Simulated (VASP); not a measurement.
Output of a VASP run:

**OSZICAR**
```
       N       E                     dE             d eps       ncg     rms          rms(c)
DAV:   1     0.790997359427E+02    0.79100E+02   -0.65632E+03  2880   0.103E+03
DAV:   2    -0.206589214729E+02   -0.99759E+02   -0.90201E+02  3172   0.364E+02
DAV:   3    -0.259079137159E+02   -0.52490E+01   -0.49227E+01  3460   0.681E+01
DAV:   4    -0.260278608965E+02   -0.11995E+00   -0.11893E+00  3072   0.982E+00
DAV:   5    -0.260293778386E+02   -0.15169E-02   -0.15162E-02  3340   0.898E-01    0.247E+01
DAV:   6    -0.248351080656E+02    0.11943E+01   -0.13233E+00  3080   0.105E+01    0.112E+01
DAV:   7    -0.244878558828E+02    0.34725E+00   -0.89401E-01  3264   0.848E+00    0.517E-01
DAV:   8    -0.244808562104E+02    0.69997E-02   -0.81133E-03  2940   0.749E-01    0.285E-01
DAV:   9    -0.244786418436E+02    0.22144E-02   -0.14679E-03  3116   0.471E-01    0.609E-02
DAV:  10    -0.244786762589E+02   -0.34415E-04   -0.55662E-05  3188   0.748E-02    0.111E-02
DAV:  11    -0.244786463540E+02    0.29905E-04   -0.79048E-06  2980   0.339E-02    0.105E-03
DAV:  12    -0.244786459388E+02    0.41517E-06   -0.15633E-07  3244   0.397E-03    0.778E-04
DAV:  13    -0.244786458409E+02    0.97943E-07   -0.59292E-09  1676   0.803E-04    0.252E-04
DAV:  14    -0.244786458156E+02    0.25226E-07   -0.67667E-10  1516   0.272E-04    0.618E-05
DAV:  15    -0.244786458076E+02    0.80256E-08   -0.33348E-10  1492   0.238E-04
   1 F= -.24478646E+02 E0= -.24478224E+02  d E =-.244786E+02
```

### OUTCAR
```
------------------------ aborting loop because EDIFF is reached ----------------------------------------
  FORCE on cell =-STRESS in cart. coord.  units (eV):
  Direction    XX          YY          ZZ          XY          YZ          ZX
  --------------------------------------------------------------------------------------
  Total       -0.0007443     -0.0007443     -0.0031142      0.0000000     -0.0000000      0.0000000
  in kB       -0.0428736     -0.0428736     -0.1793873      0.0000000     -0.0000000      0.0000000
  external PRESSURE =      -0.0883782 kB  Pullay stress =       0.0000000 kB
  volume of cell :       27.81
      direct lattice vectors                 reciprocal lattice vectors
     1.365488805 -2.365095634  0.000000000     0.366169242 -0.211407942  0.000000000
     1.365488805  2.365095634  0.000000000     0.366169242  0.211407942  0.000000000
     0.000000000  0.000000000  4.306226947     0.000000000  0.000000000  0.232221853
 POSITION                                       TOTAL-FORCE (eV/Angst)
 -----------------------------------------------------------------------------------
      1.36549      0.78837      1.07656         0.000000      0.000000      0.000000
      1.36549     -0.78837      3.22967        -0.000000     -0.000000      0.000000
 -----------------------------------------------------------------------------------
    total drift:                                0.000001      0.000021     -0.000020
  FREE ENERGIE OF THE ION-ELECTRON SYSTEM (eV)
  ---------------------------------------------------
  free  energy   TOTEN  =       -24.4786458076 eV

  energy  without entropy=      -24.4773803711  energy(sigma->0) =      -24.47822400

 reached required accuracy - stopping structural energy minimisation
```
(Selected blocks of OUTCAR.)

### POSCAR
```
Os
1
    1.3654888047    -2.3650956343    -0.0000000000
    1.3654888047     2.3650956343    -0.0000000000
    0.0000000000     0.0000000000     4.3062269472
Os
2
Direct
  0.3333330000   0.6666670000   0.2500000000
  0.6666670000   0.3333330000   0.7500000000
```

### Question
Write an INCAR and KPOINTS that could have produced this output.

### Answer
Several could match; the one computed here: the input of the run itself, PBEsol GGA, plane waves, VASP's PBE PAW potentials (set 64).

INCAR:
```
! general
SYSTEM =Os
PREC   =Accurate
ENCUT  =400
LREAL  =.FALSE.   ! projection in real space or not
LASPH  =.TRUE.

! electronic loop
EDIFF  =1E-8
NELM   =100
ALGO   =Normal   ! blocked Davidson
LMAXMIX=6   ! l cut-off of mixed one-centre charges

! smearing
ISMEAR =1
SIGMA  =0.1   ! width (eV)

! functional
GGA    =PS   ! PBEsol

! ions
IBRION =1   ! quasi-Newton
NSW    =30   ! most ionic steps
ISIF   =2   ! forces and stress, cell fixed
EDIFFG =-0.001   ! ionic stop

! output
LWAVE  =.FALSE.
LCHARG =.FALSE.
```

**KPOINTS**
```
Automatic mesh
0
Gamma
14 14 8
0 0 0
```

POTCAR, in this order: Os (PBE.64 set). Program: vasp_std.

The compound is Os in the hcp structure. It was relaxed first. The start is the result of an earlier pass.
